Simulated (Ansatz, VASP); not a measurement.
# Cross-check of NaH22C17S2NO11F18 between VASP and Ansatz, part 2 of 2

Wanted: the spread between two codes on one cell, functional and k mesh. The cell is taken from a series of runs on this material, whose earlier steps may have relaxed, scaled, displaced or heated it; both programs get it as it stands.

VASP 6.6.1 and Ansatz 0.2.0.

So far. Step 2 (VASP: single point, LDA): The run ends at a pressure of -1.26 GPa, with forces up to 6.0 eV/Å.

## (4) Differences

Known differences besides the potentials themselves: the two LDA forms differ slightly; the data sets hold 616 valence electrons in Ansatz (on its default PAW (the set named soft_2) files) and 612 in VASP; the cutoff is 420 eV in Ansatz and 600 eV in VASP (PREC = Accurate, projectors in real space); VASP's log shows a relativistic correction to its local exchange, Ansatz's none. Total energies have different zeros and are not compared.

The two programs side by side:

```csv
quantity,Ansatz,VASP,difference
pressure (GPa),-1.52,-1.26,-0.26
gap on the k mesh (eV),3.838,3.802,+0.036
```

Forces on 10 of the 144 atoms, those with the largest forces and the largest differences (eV/Å; atoms numbered as in POSCAR):

```csv
atom,"Ansatz x, y, z","VASP x, y, z"
F12,"-1.168, -1.772, 1.156","-1.469, -2.244, 1.139"
C41,"0.081, 1.579, -1.248","-0.228, 1.717, -0.782"
C43,"2.387, -0.101, -1.536","2.678, 0.177, -1.104"
C47,"-2.804, -1.223, -1.677","-2.814, -1.240, -1.175"
C57,"-3.877, -0.372, -1.905","-3.777, -0.309, -1.883"
C67,"-1.139, 1.911, 2.286","-1.144, 2.096, 2.469"
O79,"0.505, 0.945, 3.438","0.441, 0.777, 3.104"
H109,"2.168, -0.692, 2.836","2.167, -0.692, 2.835"
S141,"0.770, 2.058, -5.678","0.552, 1.835, -5.635"
S142,"0.231, -2.461, 3.189","0.350, -2.636, 3.014"
```

The forces differ by 171 meV/Å r.m.s., which is 16.5 % of the r.m.s. force of 1.031 eV/Å (both taken over all components). A gap on the mesh is an upper bound, since the band edges may lie between its points.

## (5) Outcome

| Item | Value |
| --- | --- |
| r.m.s. force difference (single point, LDA) | 17 % of the r.m.s. force |

The r.m.s. force difference is 17 % of the r.m.s. force (single point, LDA), beyond the 3 % picked in this series as the mark of a large difference. The data sets hold unlike numbers of valence electrons (616 in Ansatz and 612 in VASP), so part of the differences may come from the potentials. What causes the difference of the single point, LDA pair stays open here. How closely two codes agree says nothing of how well the functional describes the real material.

[Lines on the potential files, build, host, timing and source positions are cut from VASP's logs without a mark.]

[Logs are printed without paths, hosts, clocks, repeated set-up lines and the standing remarks that a program may print on its own settings, such as how far it seeks lower states.]

[Hosts, paths, dates, database ids (printed as entryN), source tags and the programs' standing remarks are cut or masked in the printed files.]
